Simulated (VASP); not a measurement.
Here is the system:

```
CELL_PARAMETERS angstrom
      3.14732     0.00000     0.00000
      0.00000     3.14732     0.00000
      0.00000     0.00000     3.14732
ATOMIC_POSITIONS crystal
  Zn 0.50000 0.50000 0.50000
  Au 0.00000 0.00000 0.00000
```

All values below come from r2SCAN meta-GGA with spin-orbit coupling, VASP's PBE PAW potentials (set 64) (plane waves; VASP 6.6.1). Numerical set-up: 400 eV cut-off, 10×10×10 Γ-centred mesh, Gaussian smearing of 0.050 eV, potentials Zn Au.

Estimate the energy per atom (σ→0), band gap (over mesh and band path) with the smallest direct gap where there is one.

```json
{
  "band gap (over mesh and band path)": "none (metal, semimetal or under 0.01 eV)",
  "energy per atom (σ→0)": "-30.107 eV/atom"
}
```

The compound is AuZn in the CsCl type structure. It was relaxed first.
